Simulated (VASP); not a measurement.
An input for Quantum ESPRESSO's pw.x (written as the equivalent of a VASP run, and not itself run):

```
&CONTROL
  calculation = 'vc-relax'
  pseudo_dir = './pseudo'
  outdir = './out'
  tprnfor = .true.
  tstress = .true.
  nstep = 40
  forc_conv_thr = 0.00039
/
&SYSTEM
  ibrav = 0
  nat = 2
  ntyp = 2
  ecutwfc = 58
  occupations = 'smearing'
  smearing = 'gaussian'
  degauss = 0.003675
  input_dft = 'pbesol'
/
&ELECTRONS
  conv_thr = 7.3e-09
  electron_maxstep = 100
/
&IONS
/
&CELL
  press = 300
/
ATOMIC_SPECIES
  Cs 132.905 Cs.upf
  Cl 35.450 Cl.upf
CELL_PARAMETERS angstrom
     3.4798408    0.0000000   -0.0000000
    -0.0000000    3.4798408    0.0000000
    -0.0000000    0.0000000    3.4798408
ATOMIC_POSITIONS crystal
  Cs   0.0000000  0.0000000  0.0000000
  Cl   0.5000000  0.5000000  0.5000000
K_POINTS automatic
  6 6 6 0 0 0
```

Question: Write the VASP files for the same calculation (PBEsol).

Answer: This is not unique; one that fits is 
POSCAR:
```
CsCl
1.0
  3.4798408325   0.0000000000   0.0000000000
  0.0000000000   3.4798408325   0.0000000000
  0.0000000000   0.0000000000   3.4798408325
Cs Cl
1 1
Cart
  0.0000000000   0.0000000000   0.0000000000
  1.7399204162   1.7399204162   1.7399204162
```

File KPOINTS:
```
Automatic
0
G
6 6 6
0 0 0
```

### INCAR
```
SYSTEM=CsCl
LASPH=.TRUE.   ! aspherical one-centre terms
NELM=100   ! most electronic steps
ISMEAR=0   ! Gaussian
PSTRESS=300
EDIFF=1E-7
ENCUT=480   ! plane-wave cut-off (eV)
LWAVE=.FALSE.
SIGMA=0.05
LCHARG=.FALSE.
PREC=Accurate
EDIFFG=-0.01
ISIF=3
ALGO=Normal
LMAXMIX=4
IBRION=2
GGA=PS   ! PBEsol
LREAL=.FALSE.   ! projection in real space or not
NSW=40   ! most ionic steps
```

POTCAR, in this order: Cs_sv Cl (PBE.64 set). Program: vasp_std.

What does not carry over: the potentials are each code's own (VASP's PAW set, PseudoDojo norm-conserving files in pw.x), so ENCUT and ecutwfc are chosen apart and not converted; conv_thr bounds pw.x's estimated SCF error, while EDIFF bounds the energy change between steps; forc_conv_thr acts on force components and is met together with etot_conv_thr.

The compound is CsCl in the CsCl type structure. It was relaxed first under an external pressure of 30 GPa.
